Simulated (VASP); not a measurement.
Data:

```yaml
crystal:
  lattice:
    - [0.00000, 1.81917, 1.81917]
    - [1.81917, 0.00000, 1.81917]
    - [1.81917, 1.81917, 0.00000]
  atoms:
    - { symbol: C, position: [0.00000, 0.00000, 0.00000] }
    - { symbol: C, position: [0.25000, 0.25000, 0.25000] }
```

Level of theory: PBE GGA, VASP's PBE PAW potentials (set 64) (plane waves; VASP). Run with 250 eV cut-off, 11×11×11 Γ-centred mesh, Gaussian smearing of 0.050 eV, potentials C.

At this cut-off the stress carries a Pulay error, which pulls relaxed volumes low.

Task: Predict the energy per atom (σ→0), pressure.

Result: 
```json
{
 "energy per atom (σ→0)": "-9.216 eV/atom",
 "pressure": "-654.8 kbar"
}
```

The compound is C in the diamond structure. The cell was not relaxed at this level. The run is one of a series of settings (ENCUT = 250 against the base run), some of them coarse on purpose.
